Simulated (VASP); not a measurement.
Data:

```xyz
2
Lattice="0.0000 2.6674 2.6674 2.6674 0.0000 2.6674 2.6674 2.6674 0.0000" Properties=species:S:1:pos:R:3 pbc="T T T"
Zn     0.0000     0.0000     0.0000
S      1.3337     1.3337     1.3337
```

Method: PBE GGA, VASP's PBE PAW potentials (set 64) (plane waves; VASP). Numerical set-up: 500 eV cut-off, 9×9×9 Γ-centred mesh, Gaussian smearing of 0.050 eV, potentials Zn S.

Question: Predict the energy per atom (σ→0), pressure, band gap (on the k-mesh) with the smallest direct gap where there is one.

Answer: 
```json
{
 "band gap (on the k-mesh)": "2.29 eV",
 "smallest direct gap (on the k-mesh)": "2.29 eV",
 "energy per atom (σ→0)": "-3.408 eV/atom",
 "pressure": "4.97 GPa"
}
```

Only differences to runs with the same potentials and settings are physical.

The compound is ZnS in the zinc blende structure. It was relaxed first under an external pressure of 5 GPa.
